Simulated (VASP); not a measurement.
Given:

```
CELL_PARAMETERS angstrom
      2.78442     0.00000     0.00000
     -1.39221     2.41138     0.00000
      0.00000     0.00000     4.50445
ATOMIC_POSITIONS crystal
  Re 0.33333 0.66667 0.25000
  Re 0.66667 0.33333 0.75000
```

Computed with PBE GGA, VASP's PBE PAW potentials (set 64) (plane waves; VASP). Numerical set-up: 300 eV cut-off, 11×11×6 Γ-centred mesh shifted by (0.5, 0.5, 0.5), Fermi-Dirac smearing of 0.10 eV, potentials Re.

At this cut-off the stress carries a Pulay error, which pulls relaxed volumes low. Unless said otherwise, spin-orbit coupling is left out, though it shifts the bands of the heavy elements here.

**Question.** Estimate the energy per atom (σ→0), pressure, band gap (on the k-mesh) with the smallest direct gap where there is one.

**Answer.** 
```json
{
 "band gap (on the k-mesh)": "none (metal, semimetal or under 0.01 eV)",
 "energy per atom (σ→0)": "-12.408 eV/atom",
 "pressure": "-6.50 GPa"
}
```

Total energies compare only between runs with the same potentials, cut-off and functional.

The structure comes from a computed database's Re entry; how it stands against other phases isn't given here. The cell was not relaxed at this level.
